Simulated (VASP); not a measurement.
OSZICAR of a VASP run on MgS (relaxed from the wurtzite structure, space group P6_3mc):

OSZICAR:
```
...
DAV:   2    -0.172268074322E+02    0.48621E-06   -0.59126E-06   704   0.196E-02
  26 F= -.12582531E+02 E0= -.12582531E+02  d E =-.318957E-02
       N       E                     dE             d eps       ncg     rms          rms(c)
DAV:   1    -0.172311433771E+02   -0.43355E-02   -0.45570E-04   584   0.143E-01    0.193E-02
DAV:   2    -0.172311412160E+02    0.21611E-05   -0.23235E-05   712   0.389E-02    0.840E-03
DAV:   3    -0.172311394116E+02    0.18043E-05   -0.11155E-06   348   0.879E-03    0.482E-03
DAV:   4    -0.172311387276E+02    0.68402E-06   -0.16175E-06   304   0.931E-03
  27 F= -.12586332E+02 E0= -.12586332E+02  d E =-.699062E-02
       N       E                     dE             d eps       ncg     rms          rms(c)
DAV:   1    -0.172397311149E+02   -0.85917E-02   -0.18927E-03   584   0.293E-01    0.397E-02
DAV:   2    -0.172397280285E+02    0.30864E-05   -0.10101E-04   708   0.796E-02    0.145E-02
DAV:   3    -0.172397227853E+02    0.52432E-05   -0.36138E-06   680   0.155E-02    0.861E-03
DAV:   4    -0.172397207501E+02    0.20352E-05   -0.45495E-06   596   0.149E-02    0.310E-03
DAV:   5    -0.172397207134E+02    0.36706E-07   -0.49994E-07   292   0.566E-03
  28 F= -.12593854E+02 E0= -.12593854E+02  d E =-.145129E-01
       N       E                     dE             d eps       ncg     rms          rms(c)
DAV:   1    -0.172565983964E+02   -0.16878E-01   -0.74957E-03   584   0.583E-01    0.787E-02
DAV:   2    -0.172565874613E+02    0.10935E-04   -0.40116E-04   708   0.159E-01    0.291E-02
DAV:   3    -0.172565676564E+02    0.19805E-04   -0.13946E-05   696   0.305E-02    0.173E-02
DAV:   4    -0.172565603894E+02    0.72670E-05   -0.17851E-05   668   0.295E-02    0.601E-03
DAV:   5    -0.172565603580E+02    0.31398E-07   -0.20928E-06   488   0.112E-02
  29 F= -.12608577E+02 E0= -.12608577E+02  d E =-.292360E-01
       N       E                     dE             d eps       ncg     rms          rms(c)
DAV:   1    -0.172891170043E+02   -0.32557E-01   -0.29896E-02   584   0.116E+00    0.156E-01
DAV:   2    -0.172890742118E+02    0.42793E-04   -0.16018E-03   708   0.317E-01    0.580E-02
DAV:   3    -0.172889961558E+02    0.78056E-04   -0.55769E-05   696   0.608E-02    0.344E-02
DAV:   4    -0.172889686433E+02    0.27513E-04   -0.70717E-05   664   0.587E-02    0.120E-02
DAV:   5    -0.172889687012E+02   -0.57839E-07   -0.82857E-06   608   0.222E-02
  30 F= -.12636764E+02 E0= -.12636764E+02  d E =-.574233E-01
       N       E                     dE             d eps       ncg     rms          rms(c)
DAV:   1    -0.173494887651E+02   -0.60520E-01   -0.11917E-01   584   0.232E+00    0.305E-01
DAV:   2    -0.173493221027E+02    0.16666E-03   -0.63843E-03   708   0.633E-01    0.115E-01
DAV:   3    -0.173490129759E+02    0.30913E-03   -0.22348E-04   696   0.121E-01    0.675E-02
DAV:   4    -0.173489071797E+02    0.10580E-03   -0.27696E-04   672   0.116E-01    0.236E-02
DAV:   5    -0.173489077341E+02   -0.55440E-06   -0.32124E-05   620   0.437E-02    0.174E-02
DAV:   6    -0.173489068446E+02    0.88952E-06   -0.27453E-06   620   0.118E-02
  31 F= -.12688308E+02 E0= -.12688308E+02  d E =-.108967E+00
       N       E                     dE             d eps       ncg     rms          rms(c)
DAV:   1    -0.174531308243E+02   -0.10422E+00   -0.47390E-01   584   0.463E+00    0.584E-01
DAV:   2    -0.174524799559E+02    0.65087E-03   -0.25336E-02   700   0.126E+00    0.228E-01
DAV:   3    -0.174512528536E+02    0.12271E-02   -0.89972E-04   700   0.242E-01    0.132E-01
DAV:   4    -0.174508440432E+02    0.40881E-03   -0.10646E-03   672   0.227E-01    0.459E-02
DAV:   5    -0.174508466620E+02   -0.26188E-05   -0.12091E-04   612   0.845E-02    0.334E-02
DAV:   6    -0.174508439250E+02    0.27370E-05   -0.10822E-05   776   0.233E-02    0.163E-02
DAV:   7    -0.174508439077E+02    0.17245E-07   -0.87383E-07   312   0.769E-03
  32 F= -.12773646E+02 E0= -.12773646E+02  d E =-.194305E+00
       N       E                     dE             d eps       ncg     rms          rms(c)
DAV:   1    -0.176030953123E+02   -0.15225E+00   -0.18650E+00   584   0.919E+00    0.108E+00
DAV:   2    -0.176006520121E+02    0.24433E-02   -0.99717E-02   680   0.248E+00    0.443E-01
DAV:   3    -0.175958320625E+02    0.48199E-02   -0.36725E-03   704   0.482E-01    0.247E-01
DAV:   4    -0.175942968045E+02    0.15353E-02   -0.38625E-03   672   0.432E-01    0.873E-02
DAV:   5    -0.175943051099E+02   -0.83054E-05   -0.42001E-04   628   0.157E-01    0.620E-02
DAV:   6    -0.175942969274E+02    0.81825E-05   -0.38984E-05   776   0.442E-02    0.301E-02
DAV:   7    -0.175942969765E+02   -0.49122E-07   -0.39387E-06   600   0.153E-02
  33 F= -.12884656E+02 E0= -.12884656E+02  d E =-.305315E+00
       N       E                     dE             d eps       ncg     rms          rms(c)
DAV:   1    -0.177458201458E+02   -0.15152E+00   -0.72011E+00   576   0.180E+01    0.189E+00
DAV:   2    -0.177370403656E+02    0.87798E-02   -0.38710E-01   680   0.484E+00    0.845E-01
DAV:   3    -0.177185342589E+02    0.18506E-01   -0.15523E-02   708   0.964E-01    0.444E-01
DAV:   4    -0.177130029573E+02    0.55313E-02   -0.12770E-02   676   0.781E-01    0.161E-01
DAV:   5    -0.177130073010E+02   -0.43436E-05   -0.12752E-03   632   0.269E-01    0.106E-01
DAV:   6    -0.177129902511E+02    0.17050E-04   -0.11149E-04   744   0.750E-02    0.517E-02
DAV:   7    -0.177129896546E+02    0.59649E-06   -0.13170E-05   632   0.277E-02    0.151E-02
DAV:   8    -0.177129896280E+02    0.26551E-07   -0.17345E-06   432   0.114E-02
  34 F= -.12941463E+02 E0= -.12941463E+02  d E =-.362122E+00
       N       E                     dE             d eps       ncg     rms          rms(c)
DAV:   1    -0.177072440581E+02    0.57456E-02   -0.11730E-01   576   0.226E+00    0.270E-01
DAV:   2    -0.177070992018E+02    0.14486E-03   -0.63915E-03   680   0.628E-01    0.109E-01
DAV:   3    -0.177068144573E+02    0.28474E-03   -0.21731E-04   716   0.117E-01    0.635E-02
DAV:   4    -0.177067156119E+02    0.98845E-04   -0.24019E-04   672   0.107E-01    0.217E-02
DAV:   5    -0.177067165578E+02   -0.94585E-06   -0.25956E-05   640   0.389E-02    0.155E-02
DAV:   6    -0.177067164091E+02    0.14865E-06   -0.21201E-06   428   0.108E-02
  35 F= -.12943016E+02 E0= -.12943016E+02  d E =-.363675E+00
       N       E                     dE             d eps       ncg     rms          rms(c)
DAV:   1    -0.177036172309E+02    0.30993E-02   -0.19736E-02   576   0.928E-01    0.112E-01
DAV:   2    -0.177035912599E+02    0.25971E-04   -0.10688E-03   680   0.257E-01    0.438E-02
DAV:   3    -0.177035425931E+02    0.48667E-04   -0.37474E-05   712   0.484E-02    0.252E-02
DAV:   4    -0.177035266301E+02    0.15963E-04   -0.40083E-05   676   0.438E-02    0.887E-03
DAV:   5    -0.177035268814E+02   -0.25127E-06   -0.43167E-06   592   0.159E-02
  36 F= -.12943049E+02 E0= -.12943049E+02  d E =-.363708E+00
       N       E                     dE             d eps       ncg     rms          rms(c)
DAV:   1    -0.176813274910E+02    0.22199E-01   -0.66913E-02   624   0.174E+00    0.387E-01
DAV:   2    -0.176785908964E+02    0.27366E-02   -0.68791E-03   576   0.519E-01    0.161E-01
DAV:   3    -0.176782368400E+02    0.35406E-03   -0.15896E-03   620   0.227E-01    0.730E-02
DAV:   4    -0.176782338814E+02    0.29585E-05   -0.31156E-05   684   0.399E-02    0.643E-02
DAV:   5    -0.176782332305E+02    0.65098E-06   -0.11581E-05   684   0.237E-02    0.507E-03
DAV:   6    -0.176782326145E+02    0.61596E-06   -0.10511E-06   320   0.721E-03
  37 F= -.12953094E+02 E0= -.12953094E+02  d E =-.100449E-01
       N       E                     dE             d eps       ncg     rms          rms(c)
DAV:   1    -0.176190640307E+02    0.59169E-01   -0.51966E-01   616   0.488E+00    0.110E+00
DAV:   2    -0.175979922322E+02    0.21072E-01   -0.52597E-02   584   0.144E+00    0.462E-01
DAV:   3    -0.175951854545E+02    0.28068E-02   -0.12494E-02   620   0.638E-01    0.214E-01
DAV:   4    -0.175951516203E+02    0.33834E-04   -0.24703E-04   688   0.113E-01    0.189E-01
DAV:   5    -0.175951112802E+02    0.40340E-04   -0.92546E-05   680   0.673E-02    0.212E-02
DAV:   6    -0.175951082366E+02    0.30436E-05   -0.84334E-06   636   0.201E-02    0.501E-03
DAV:   7    -0.175951089895E+02   -0.75293E-06   -0.38234E-07   380   0.491E-03
  38 F= -.12967182E+02 E0= -.12967182E+02  d E =-.241323E-01
       N       E                     dE             d eps       ncg     rms          rms(c)
DAV:   1    -0.175792037835E+02    0.15904E-01   -0.16042E-02   616   0.854E-01    0.191E-01
DAV:   2    -0.175785502252E+02    0.65356E-03   -0.16311E-03   592   0.254E-01    0.806E-02
DAV:   3    -0.175784639856E+02    0.86240E-04   -0.38646E-04   640   0.112E-01    0.358E-02
DAV:   4    -0.175784640751E+02   -0.89472E-07   -0.76501E-06   688   0.198E-02
  39 F= -.12967490E+02 E0= -.12967490E+02  d E =-.244410E-01
       N       E                     dE             d eps       ncg     rms          rms(c)
DAV:   1    -0.175792689021E+02   -0.80492E-03   -0.98410E-03   576   0.656E-01    0.709E-02
DAV:   2    -0.175792627880E+02    0.61141E-05   -0.50671E-04   680   0.181E-01    0.295E-02
DAV:   3    -0.175792396055E+02    0.23183E-04   -0.14392E-05   728   0.314E-02    0.178E-02
DAV:   4    -0.175792310026E+02    0.86029E-05   -0.22591E-05   684   0.328E-02    0.353E-03
DAV:   5    -0.175792310383E+02   -0.35667E-07   -0.26646E-06   504   0.127E-02
  40 F= -.12968491E+02 E0= -.12968491E+02  d E =-.100068E-02
```

Q: Which electronic solver shows in the log?

A: It is blocked Davidson (ALGO = Normal, or the opening steps of other solvers). The INCAR had ALGO = Normal.

Q: Can the final energy be trusted as converged?

A: Convergence was not reached. It stopped with EDIFF = 1E-6, NELM = 100, NSW = 40 and EDIFFG = -0.02 after 40 ionic steps (PBEsol GGA, plane waves, VASP's PBE PAW potentials (set 64)). The run did not end as a converged relaxation. Energy and stress use the plane-wave basis of the starting cell.

The structure was generated: MgS was put into the wurtzite type (P6_3mc), which need not be its known phase. This run relaxes it under an external pressure of 10 GPa. Symmetry was kept, so distortions that lower it aren't found.
